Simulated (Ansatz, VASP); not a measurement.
**Sr2Br3 in VASP and in Ansatz**

```
Sr Br
1.0
     5.52848    0.00000    0.00000
     0.00000    5.52848    0.00000
     0.00000    0.00000    5.52848
Sr Br
2 3
Direct
  0.00000 0.00000 0.00000
  0.50000 0.50000 0.50000
  0.00000 0.50000 0.50000
  0.50000 0.00000 0.50000
  0.50000 0.50000 0.00000
```

Alike in both runs: task single point; functional PBE; k mesh 4 × 4 × 4; occupations gaussian, width 0.1 eV; no spin polarisation.

|  | VASP | Ansatz |
| --- | --- | --- |
| version | VASP 6.6.1 | Ansatz 0.2.0 |
| potentials or method | VASP PAW PBE potentials, release 64 (Sr_sv, Br) | scalar-relativistic, plane waves, PAW |
| plane-wave cutoff (eV) | 520 | 420 |
| valence electrons in the cell | 41 | 41 |

VASP gave:

* gap on the k mesh at the Fermi level (eV): none
* pressure (GPa): 7.2

Q: What did Ansatz give for the same quantities?

A: gap on the k mesh at the Fermi level (eV): none; pressure (GPa): 7.1.

A gap of «none» marks a metal or a gap that the smearing closes. The functional is the same, so the differences come from potentials, cutoffs and numerics.

Caveats: an odd number of electrons without spin polarisation forces a metal; a magnetic or distorted state may lie lower.
